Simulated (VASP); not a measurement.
```xyz
2
Lattice="0.0000 2.9614 2.9614 2.9614 0.0000 2.9614 2.9614 2.9614 0.0000" Properties=species:S:1:pos:R:3 pbc="T T T"
Cd     5.9228     5.9228     5.9228
S      1.4807     1.4807     1.4807
```

Method: PBE GGA with spin-orbit coupling, VASP's PBE PAW potentials (set 64) (plane waves; VASP). Numerical set-up: 350 eV cut-off, 6×6×6 Γ-centred mesh, Gaussian smearing of 0.050 eV, potentials Cd S.

What does the run give for the energy per atom (σ→0), band gap (on the k-mesh) with the smallest direct gap where there is one?

```
Property                                             Result
-----------------------------------  ----------------------
band gap (on the k-mesh)                            1.03 eV
smallest direct gap (on the k-mesh)                 1.03 eV
energy per atom (σ→0)                -297.6 kJ/mol of atoms
```

Only differences to runs with the same potentials and settings are physical.

The compound is CdS in the zinc blende structure, a metastable form; wurtzite is the usual one. It was relaxed first, which changed the volume by +5 %.
